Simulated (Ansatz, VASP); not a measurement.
# CaH90C2S2O51F6 in two plane-wave programs, part 2 of 2

Aim: how closely do two programs agree when they are given the same cell, functional and k mesh? Of the first pair: The structure shown is the start of the Ansatz relaxation below; VASP solves that cell, so the two are compared at the walk's first step.

VASP 6.6.1 and Ansatz 0.2.0.

So far: Set-up; Ansatz: relaxation, PBE with D3(BJ); VASP: single point, PBE with D3(BJ), start cell, pair 1; Differences.

### 6. VASP: single point, PBE with D3(BJ), relaxed cell, pair 2

Level of this step: PBE with D3(BJ), zero-moment start; plane waves and PAW (O, S, C, F, H, Ca_sv) (VASP).

The same cell, functional, mesh and smearing now go to VASP, with its own data sets.

INCAR reads:

```
SYSTEM = CaH90C2S2O51F6
PREC = Accurate
ENCUT = 520
EDIFF = 1E-06
NELM = 200
ISMEAR = -1
SIGMA = 0.01
LREAL = Auto
ALGO = Normal
GGA = PE
IVDW = 12
NELECT = 469
NBANDS = 340
ISPIN = 2
MAGMOM = 0 -0 0 0 -0 -0 0 -0 0 0 -0 0 0 0 0 -0 -0 0 0 -0 -0 0 0 -0 0 -0 -0 0 -0 0 -0 -0 0 0 -0 0 0 0 0 -0 0 0 0 0 0 -0 -0 -0 -0 -0 0 0 0 -0 -0 0 0 -0 -0 -0 0 -0 -0 -0 0 -0 -0 -0 -0 0 -0 -0 -0 -0 -0 0 -0 -0 -0 0 0 0 0 -0 -0 -0 -0 0 -0 0 0 -0 -0 -0 -0 0 0 -0 0 0 -0 0 0 -0 -0 0 -0 -0 -0 0 0 0 -0 -0 -0 -0 0 0 -0 -0 -0 0 -0 -0 -0 -0 -0 0 0 0 -0 0 -0 -0 0 -0 -0 -0 0 0 0 -0 -0 0 0 0 -0 0 0 -0 0 -0
LORBIT = 11
LWAVE = .FALSE.
LCHARG = .FALSE.
ISIF = 2
LASPH = .TRUE.
GGA_COMPAT = .FALSE.
```

POSCAR reads:

```
CaH90C2S2O51F6
1.0
   11.6293200000      0.0000000000      0.0000000000
    0.0000000000     11.6293200000      0.0000000000
    0.0000000000      0.0000000000     11.6293200000
O S C F H Ca
51 2 2 6 90 1
Direct
    0.9168100000      0.2692500000      0.9241100000
    0.0932400000      0.2210900000      0.8141300000
    0.9101700000      0.2584200000      0.7120300000
    0.6056400000      0.7688600000      0.6235200000
    0.4728900000      0.6636100000      0.4964000000
    0.6121000000      0.8028400000      0.4140800000
    0.3048500000      0.7335200000      0.9452200000
    0.1825900000      0.0703100000      0.9836200000
    0.6312400000      0.5245400000      0.8594400000
    0.1688500000      0.7625900000      0.7557500000
    0.5342400000      0.0750900000      0.8919800000
    0.0142500000      0.1666200000      0.1260900000
    0.7673400000      0.7083700000      0.7997200000
    0.2908100000      0.3775900000      0.9803000000
    0.5368900000      0.4062000000      0.1933200000
    0.8689300000      0.2877200000      0.3034300000
    0.8782700000      0.4268800000      0.1100900000
    0.9211000000      0.8868200000      0.2044200000
    0.0954600000      0.7439100000      0.3209500000
    0.2692300000      0.8802000000      0.4097000000
    0.1816700000      0.1438300000      0.5925000000
    0.7990800000      0.8501900000      0.9945300000
    0.9499600000      0.8669700000      0.4829900000
    0.4385800000      0.1382000000      0.2708000000
    0.9635500000      0.7117400000      0.6593600000
    0.6723600000      0.9993100000      0.5862800000
    0.2736200000      0.9343000000      0.6378200000
    0.9657000000      0.0910200000      0.4937500000
    0.7624200000      0.0910000000      0.1475600000
    0.5912600000      0.7671900000      0.0881300000
[... 116 atom lines left out ...]
    0.9023600000      0.0628500000      0.6634000000
    0.1119100000      0.4329200000      0.2204600000
    0.0355900000      0.4601500000      0.1155100000
    0.7919900000      0.1601100000      0.9109300000
    0.6731400000      0.0874000000      0.9032000000
    0.9193600000      0.0777600000      0.2847400000
```

KPOINTS reads:

```
Automatic mesh
0
Gamma
1 1 1
0 0 0
```

PAW data sets: O, S, C, F, H and Ca_sv (PBE family, release 64).

Run with:

```sh
export OMP_NUM_THREADS=3
mpirun -np 1 vasp_gam
```

Numbers of over 12 decimals in the logs are rounded to 6 here.

Log:

```text
[... set-up lines as in an earlier step ...]
 entering main loop
       N       E                     dE             d eps       ncg     rms          rms(c)
DAV:   1     0.414058851512E+04    0.41406E+04   -0.26374E+05  1416   0.131E+03
DAV:   2    -0.405564219586E+03   -0.45462E+04   -0.43628E+04  1680   0.333E+02
DAV:   3    -0.825170936167E+03   -0.41961E+03   -0.41650E+03  1680   0.106E+02
DAV:   4    -0.834405521268E+03   -0.92346E+01   -0.92002E+01  1736   0.158E+01
DAV:   5    -0.834687289175E+03   -0.28177E+00   -0.28100E+00  2048   0.218E+00BRMIX: very serious problems
 the old and the new charge density differ
 old charge density:   468.00000 new  469.00000
    0.745E+01
DAV:   6    -0.762110153557E+03    0.72577E+02   -0.24177E+02  1624   0.274E+01    0.359E+01
DAV:   7    -0.761525921561E+03    0.58423E+00   -0.16989E+01  1648   0.717E+00    0.160E+01
DAV:   8    -0.760846823267E+03    0.67910E+00   -0.18550E+00  1696   0.302E+00    0.369E+00
DAV:   9    -0.760753248527E+03    0.93575E-01   -0.31729E-01  1736   0.134E+00    0.676E-01
[...]
DAV:  16    -0.760760168739E+03   -0.66187E-05   -0.18501E-04  1784   0.342E-02    0.154E-02
DAV:  17    -0.760760173460E+03   -0.47212E-05   -0.31848E-05  1592   0.139E-02    0.890E-03
DAV:  18    -0.760760173551E+03   -0.91433E-07   -0.46896E-06  1496   0.711E-03
   1 F= -.76683481E+03 E0= -.76682788E+03  d E =-.138629E-01  mag=     0.0000
```

Parts of OUTCAR (step 6):

```text
 magnetization (x)
# of ion       s       p       d       tot
------------------------------------------
    1        0.000   0.000   0.000   0.000
    2        0.000   0.000   0.000   0.000
    3        0.000  -0.000   0.000   0.000
    4        0.000   0.000   0.000   0.000
    5        0.000   0.000   0.000   0.000
    6        0.000   0.000   0.000   0.000
[...]
150       -0.000   0.000   0.000  -0.000
  151        0.000   0.000   0.000   0.000
  152       -0.000   0.000  -0.000  -0.000
--------------------------------------------------
tot          0.000   0.000  -0.000   0.000
```

The run ends at a pressure of 0.46 GPa, with forces up to 0.43 eV/Å.

### 7. Side by side

Forces on 7 of the 152 atoms, those with the largest forces and the largest differences (eV/Å; atoms numbered as in POSCAR):

```
atom          Ansatz x, y, z            VASP x, y, z
 C54  -0.002, -0.007, -0.003   -0.081, -0.394, 0.030
 F56    0.000, 0.004, -0.002    0.245, 0.060, -0.333
 F57     0.004, 0.002, 0.001     0.192, 0.140, 0.349
 F58    -0.001, 0.001, 0.003   -0.357, 0.196, -0.047
 F59    0.004, 0.001, -0.001    0.393, 0.171, -0.033
 F60    0.000, 0.002, -0.001  -0.099, -0.205, -0.351
 F61    0.001, -0.002, 0.000   -0.014, -0.251, 0.317
```

The forces differ by 78 meV/Å r.m.s., where the r.m.s. force is 0.004 eV/Å in Ansatz and 0.078 eV/Å in VASP: the atoms lie near their places of rest in Ansatz, so a percentage would say little (all taken over all components). The cell carries a charge of -1 e against a uniform background, so its pressure also hangs on how the neutralising background is counted, and in a defect's cell a gap may be the spacing between its levels.

### 8. What came out

```yaml
r_m_s_force_difference_single_point_pbe_with_d3_bj_start_cell_pair_1: 79 meV/Å
r_m_s_force_difference_single_point_pbe_with_d3_bj_relaxed_cell_pair_2: 78 meV/Å
```

What this shows: The r.m.s. force difference is 79 meV/Å (single point, PBE with D3(BJ), start cell, pair 1), beyond the 12 meV/Å picked in this series as the mark of a large difference. What causes the difference of the single point, PBE with D3(BJ), start cell, pair 1 pair stays open here. What causes the difference of the single point, PBE with D3(BJ), relaxed cell, pair 2 pair stays open here. How closely two codes agree says nothing of how well the functional describes the real material.

[Lines on the potential files, build, host, timing and source positions are cut from VASP's logs without a mark.]

[Logs are printed without paths, hosts, clocks, repeated set-up lines and the standing remarks that a program may print on its own settings, such as how far it seeks lower states.]

[Hosts, paths, dates, database ids (printed as entryN), source tags and the programs' standing remarks are cut or masked in the printed files.]
